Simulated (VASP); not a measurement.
Crystal: HfV2.

```xyz
6
Lattice="0.0000 3.7060 3.7060 3.7060 0.0000 3.7060 3.7060 3.7060 0.0000" Properties=species:S:1:pos:R:3 pbc="T T T"
Hf    0.0000    0.0000    0.0000
Hf    1.8530    1.8530    1.8530
V     4.6325    4.6325    4.6325
V     4.6325    2.7795    2.7795
V     2.7795    2.7795    4.6325
V     2.7795    4.6325    2.7795
```

```yaml
Program: VASP 6.6.1
Task: relaxation of cell and atoms
Functional: PBEsol
Potentials_or_basis: VASP PAW PBE potentials, release 64 (Hf_pv, V_sv)
Cutoff: 600 eV
k_mesh: 10 × 10 × 10
Occupations: methfessel-paxton, width 0.1 eV
Spin: no spin polarisation
```

At the start: pressure -10.9 GPa; volume 16.97 Å³/atom.

Q: How do energy, volume and symmetry change on relaxing?

A: Over 4 steps the energy falls by 48.8 meV/atom and the volume is 15.63 Å³/atom (-7.9 %); space group Fd-3m (No. 227, to 0.05 Å).

The path:
```csv
step,energy change (eV),largest force (eV/Å),pressure (GPa),volume (Å³)
1,0.0000,0.0000,-10.94,101.80
2,0.1053,0.0000,16.92,85.66
3,-0.2928,0.0000,-0.26,93.92
4,-0.2929,0.0000,0.00,93.77
```

Final structure:
```xyz
6
Lattice="0.0000 3.6059 3.6059 3.6059 0.0000 3.6059 3.6059 3.6059 0.0000" Properties=species:S:1:pos:R:3 pbc="T T T"
Hf    0.0000    3.6059    3.6059
Hf    1.8029    1.8029    1.8029
V     4.5074    4.5074    4.5074
V     4.5074    2.7044    2.7044
V     2.7044    2.7044    4.5074
V     2.7044    4.5074    2.7044
```

Caveat: the PAW data sets were made with another functional, which shifts forces and pressure a little.
